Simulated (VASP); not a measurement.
Given:

```yaml
crystal:
  lattice:
    - [1.65122, -2.86000, 0.00000]
    - [1.65122, 2.86000, 0.00000]
    - [0.00000, 0.00000, 13.00335]
  atoms:
    - { symbol: Mo, position: [0.33333, 0.66667, 0.25000] }
    - { symbol: Mo, position: [0.66667, 0.33333, 0.75000] }
    - { symbol: Se, position: [0.33333, 0.66667, 0.87904] }
    - { symbol: Se, position: [0.66667, 0.33333, 0.37904] }
    - { symbol: Se, position: [0.66667, 0.33333, 0.12096] }
    - { symbol: Se, position: [0.33333, 0.66667, 0.62096] }
```

The numbers are results of rev-vdW-DF2, VASP's PBE PAW potentials (set 64) (plane waves; VASP), not measurements. Run with 520 eV cut-off, 9×9×2 Γ-centred mesh, tetrahedra with Blöchl corrections, potentials Mo_sv Se.

The cores are frozen, which limits the accuracy of field gradients.

Q: Give the principal components of the electric field gradient (V/Å²) and the asymmetry η at each nucleus.

A: 
```csv
atom,Vxx,Vyy,Vzz,η
Mo1,35.7,35.7,-71.5,0.00
Mo2,35.7,35.7,-71.5,0.00
Se3,44.7,44.7,-89.3,0.00
Se4,44.7,44.7,-89.3,0.00
Se5,44.7,44.7,-89.3,0.00
Se6,44.7,44.7,-89.3,0.00
```

The compound is MoSe2 in the 2H layered structure. It was relaxed first.
